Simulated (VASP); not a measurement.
Input:

```xyz
2
Lattice="0.0000 3.3621 3.3621 3.3621 0.0000 3.3621 3.3621 3.3621 0.0000" Properties=species:S:1:pos:R:3 pbc="T T T"
Sr     0.0000     0.0000     0.0000
Te     3.3621     3.3621     3.3621
```

Calculation: PBE GGA, VASP's PBE PAW potentials (set 64) (plane waves; VASP). Run with 480 eV cut-off, 6×6×6 Γ-centred mesh, Gaussian smearing of 0.050 eV, potentials Sr_sv Te.

Unless said otherwise, spin-orbit coupling is left out, though it shifts the bands of the heavy elements here.

What does the run give for the energy per atom (σ→0), band gap (on the k-mesh) with the smallest direct gap where there is one?

```
Property                                     Result
-----------------------------------  --------------
band gap (on the k-mesh)                    1.77 eV
smallest direct gap (on the k-mesh)         2.49 eV
energy per atom (σ→0)                -4.134 eV/atom
```

Total energies compare only between runs with the same potentials, cut-off and functional.

The compound is SrTe in the rock salt structure. It was relaxed first. The start is the result of an earlier pass.
